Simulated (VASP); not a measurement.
Input:

```
CsI
1.0
    4.66274     0.00000     0.00000
    0.00000     4.66274     0.00000
    0.00000     0.00000     4.66274
Cs I
1 1
Direct
  0.00000   0.00000   0.00000
  0.50000   0.50000   0.50000
```

Calculation: PW91 GGA, VASP's PBE PAW potentials (set 64) (plane waves; VASP). Settings: 520 eV cut-off, Gaussian smearing of 0.050 eV, potentials Cs_sv I.

Unless said otherwise, spin-orbit coupling is left out, though it shifts the bands of the heavy elements here.

Q: Estimate the band gap (along the path) with the smallest direct gap where there is one.

A: 
```
Property                                Value
------------------------------------  -------
band gap (along the path)             3.70 eV
smallest direct gap (along the path)  3.79 eV
```

Only differences to runs with the same potentials and settings are physical.

The compound is CsI in the CsCl type structure. It was relaxed first, which changed the volume by +6 %.
